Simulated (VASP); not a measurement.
WC, 2 atoms in the cell. Symmetry: P-6m2, No. 187, hexagonal system. The conventional cell has a = 2.907 Å, b = 2.907 Å, c = 2.837 Å, α = 90.00°, β = 90.00°, γ = 120.00°. Around W (site symmetry -6m2) lie 6 C at 2.20 Å. C (site symmetry -6m2) has 6 W at 2.20 Å as nearest neighbours. 

| Item | Value |
| --- | --- |
| Program | VASP 6.6.1 |
| Task | relaxation of cell and atoms |
| Functional | PBE |
| Potentials or basis | VASP PAW PBE potentials, release 64 (W_sv, C) |
| Cutoff | 520 eV |
| k mesh | 3 × 3 × 4 |
| Occupations | gaussian, width 0.1 eV |
| Spin | no spin polarisation |
| Further INCAR settings | ALGO = Fast; EDIFF = 1e-07; IBRION = 2; EDIFFG = -0.002; NSW = 80; ISIF = 3 |

Potentials or basis: VASP PAW PBE potentials, release 64 (W_sv, C).

Launch:

```console
$ cat potpaw_PBE.64/W_sv/POTCAR potpaw_PBE.64/C/POTCAR > POTCAR
$ mpirun -np 1 vasp_std > vasp.out
```

Hardware: 1 thread of AMD EPYC 7R13 Processor (Zen 3), on a shared host.

How long does it take, and how much memory?

It took 22 s on 1 thread of AMD EPYC 7R13 Processor (Zen 3) (shared host), peak memory 0.12 GiB. Counts: scf iterations 74, k points 9, ion steps 8.
